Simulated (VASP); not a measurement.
OSZICAR of a VASP run on SnSe2 (1T layered):

File OSZICAR:
```
       N       E                     dE             d eps       ncg     rms          rms(c)
DAV:   1     0.203327044646E+03    0.20333E+03   -0.12704E+04   953   0.178E+03
DAV:   2     0.142998336079E+02   -0.18903E+03   -0.18608E+03  1065   0.395E+02
DAV:   3    -0.521947731697E+01   -0.19519E+02   -0.19133E+02  1226   0.117E+02
DAV:   4    -0.582666119198E+01   -0.60718E+00   -0.60602E+00  1183   0.223E+01
DAV:   5    -0.584054231206E+01   -0.13881E-01   -0.13879E-01  1408   0.333E+00    0.507E+00
DAV:   6    -0.559583280716E+01    0.24471E+00   -0.60411E-01  1429   0.869E+00    0.328E+00
DAV:   7    -0.557875465310E+01    0.17078E-01   -0.17028E-01  1173   0.287E+00    0.993E-01
DAV:   8    -0.557885745445E+01   -0.10280E-03   -0.12642E-02  1235   0.120E+00    0.281E-01
DAV:   9    -0.557928630816E+01   -0.42885E-03   -0.15256E-03  1087   0.329E-01    0.849E-02
DAV:  10    -0.557928209272E+01    0.42154E-05   -0.12325E-04  1330   0.883E-02    0.327E-02
DAV:  11    -0.557930467480E+01   -0.22582E-04   -0.38057E-05  1049   0.432E-02    0.715E-03
DAV:  12    -0.557930467738E+01   -0.25830E-08   -0.22311E-06  1343   0.140E-02    0.554E-03
DAV:  13    -0.557930471895E+01   -0.41570E-07   -0.10466E-06  1034   0.734E-03    0.144E-03
DAV:  14    -0.557930477657E+01   -0.57621E-07   -0.53580E-08   865   0.153E-03
   1 F= -.55793048E+01 E0= -.55793048E+01  d E =-.557930E+01
       N       E                     dE             d eps       ncg     rms          rms(c)
DAV:   1    -0.559751515300E+01   -0.18210E-01   -0.14146E+00   953   0.550E+00    0.328E-01
DAV:   2    -0.560356831900E+01   -0.60532E-02   -0.70624E-02  1249   0.140E+00    0.123E-01
DAV:   3    -0.560340952456E+01    0.15879E-03   -0.74491E-04  1067   0.201E-01    0.865E-02
DAV:   4    -0.560336527287E+01    0.44252E-04   -0.20921E-04  1221   0.965E-02    0.361E-02
DAV:   5    -0.560335956451E+01    0.57084E-05   -0.36153E-05  1147   0.457E-02    0.109E-02
DAV:   6    -0.560335928116E+01    0.28335E-06   -0.22830E-06  1246   0.142E-02    0.465E-03
DAV:   7    -0.560335939782E+01   -0.11666E-06   -0.79682E-07  1030   0.746E-03    0.101E-03
DAV:   8    -0.560335947369E+01   -0.75865E-07   -0.15267E-07   626   0.297E-03
   2 F= -.56033595E+01 E0= -.56033595E+01  d E =-.240547E-01
       N       E                     dE             d eps       ncg     rms          rms(c)
DAV:   1    -0.560505559590E+01   -0.16962E-02   -0.15551E+00   952   0.575E+00    0.342E-01
DAV:   2    -0.561167524375E+01   -0.66196E-02   -0.76946E-02  1261   0.146E+00    0.123E-01
DAV:   3    -0.561149919352E+01    0.17605E-03   -0.79086E-04  1043   0.204E-01    0.861E-02
DAV:   4    -0.561145536828E+01    0.43825E-04   -0.21729E-04  1202   0.964E-02    0.368E-02
DAV:   5    -0.561144933875E+01    0.60295E-05   -0.37087E-05  1161   0.464E-02    0.109E-02
DAV:   6    -0.561144904234E+01    0.29642E-06   -0.26762E-06  1192   0.155E-02    0.434E-03
DAV:   7    -0.561144913840E+01   -0.96062E-07   -0.79167E-07  1050   0.736E-03
   3 F= -.56114491E+01 E0= -.56114491E+01  d E =-.321444E-01
       N       E                     dE             d eps       ncg     rms          rms(c)
DAV:   1    -0.564504811006E+01   -0.33599E-01   -0.15212E+00   959   0.870E+00    0.944E-01
DAV:   2    -0.562914851776E+01    0.15900E-01   -0.94733E-02  1087   0.288E+00    0.546E-01
DAV:   3    -0.562142202335E+01    0.77265E-02   -0.14595E-02  1176   0.105E+00    0.217E-01
DAV:   4    -0.562063769241E+01    0.78433E-03   -0.25070E-03  1120   0.619E-01    0.627E-02
DAV:   5    -0.562061608910E+01    0.21603E-04   -0.38183E-04  1401   0.196E-01    0.247E-02
DAV:   6    -0.562061762064E+01   -0.15315E-05   -0.50322E-05  1022   0.758E-02    0.772E-03
DAV:   7    -0.562061798155E+01   -0.36091E-06   -0.39555E-06  1166   0.273E-02    0.276E-03
DAV:   8    -0.562061807318E+01   -0.91627E-07   -0.61402E-07  1179   0.929E-03
   4 F= -.56206181E+01 E0= -.56206181E+01  d E =-.916893E-02
       N       E                     dE             d eps       ncg     rms          rms(c)
DAV:   1    -0.565982101415E+01   -0.39203E-01   -0.22293E+00   959   0.105E+01    0.114E+00
DAV:   2    -0.563726712898E+01    0.22554E-01   -0.13715E-01  1077   0.348E+00    0.663E-01
DAV:   3    -0.562591995602E+01    0.11347E-01   -0.21427E-02  1188   0.118E+00    0.258E-01
DAV:   4    -0.562482176226E+01    0.10982E-02   -0.35102E-03  1088   0.691E-01    0.771E-02
DAV:   5    -0.562478544267E+01    0.36320E-04   -0.50167E-04  1414   0.233E-01    0.305E-02
DAV:   6    -0.562478739227E+01   -0.19496E-05   -0.69517E-05  1030   0.850E-02    0.929E-03
DAV:   7    -0.562478797386E+01   -0.58159E-06   -0.55566E-06  1159   0.308E-02    0.332E-03
DAV:   8    -0.562478809152E+01   -0.11766E-06   -0.86776E-07  1262   0.107E-02    0.175E-03
DAV:   9    -0.562478815032E+01   -0.58799E-07   -0.12619E-07   698   0.364E-03
   5 F= -.56247882E+01 E0= -.56247881E+01  d E =-.133390E-01
       N       E                     dE             d eps       ncg     rms          rms(c)
DAV:   1    -0.562506957146E+01   -0.28148E-03   -0.16285E-02   960   0.897E-01    0.978E-02
DAV:   2    -0.562490552437E+01    0.16405E-03   -0.97994E-04  1082   0.380E-01    0.566E-02
DAV:   3    -0.562482258081E+01    0.82944E-04   -0.15128E-04  1322   0.160E-01    0.222E-02
DAV:   4    -0.562481495478E+01    0.76260E-05   -0.30389E-05  1251   0.617E-02    0.600E-03
DAV:   5    -0.562481474594E+01    0.20884E-06   -0.38246E-06  1426   0.185E-02    0.221E-03
DAV:   6    -0.562481473679E+01    0.91513E-08   -0.45178E-07   971   0.655E-03
   6 F= -.56248147E+01 E0= -.56248147E+01  d E =-.133656E-01
       N       E                     dE             d eps       ncg     rms          rms(c)
DAV:   1    -0.562486192894E+01   -0.47183E-04   -0.32926E-03   959   0.403E-01    0.439E-02
DAV:   2    -0.562482873941E+01    0.33190E-04   -0.19808E-04  1082   0.174E-01    0.255E-02
DAV:   3    -0.562481189554E+01    0.16844E-04   -0.30511E-05  1324   0.721E-02    0.100E-02
DAV:   4    -0.562481036014E+01    0.15354E-05   -0.60833E-06  1264   0.274E-02    0.270E-03
DAV:   5    -0.562481030704E+01    0.53092E-07   -0.77804E-07  1312   0.830E-03
   7 F= -.56248103E+01 E0= -.56248103E+01  d E =-.133612E-01
       N       E                     dE             d eps       ncg     rms          rms(c)
DAV:   1    -0.562490161386E+01   -0.91254E-04   -0.38667E-03  1012   0.461E-01    0.464E-02
DAV:   2    -0.562485470377E+01    0.46910E-04   -0.23328E-04  1312   0.179E-01    0.282E-02
DAV:   3    -0.562483570322E+01    0.19001E-04   -0.29833E-05  1291   0.752E-02    0.999E-03
DAV:   4    -0.562483347625E+01    0.22270E-05   -0.52269E-06  1419   0.296E-02    0.296E-03
DAV:   5    -0.562483349796E+01   -0.21711E-07   -0.79794E-07   967   0.743E-03
   8 F= -.56248335E+01 E0= -.56248335E+01  d E =-.231909E-04
```

Q: Which electronic solver shows in the log?

A: It is blocked Davidson (ALGO = Normal, or the opening steps of other solvers). The INCAR had ALGO = Normal.

Q: Can the final energy be trusted as converged?

A: Self-consistency was reached. It stopped with EDIFF = 1E-7, NELM = 100, NSW = 30 and EDIFFG = -0.01 after 8 ionic steps (optB86b-vdW, plane waves, VASP's PBE PAW potentials (set 64)).

The compound is SnSe2 in the 1T layered structure. This cell is one point of a volume scan, at 0.94 of the reference volume. Symmetry was kept, so distortions that lower it aren't found.
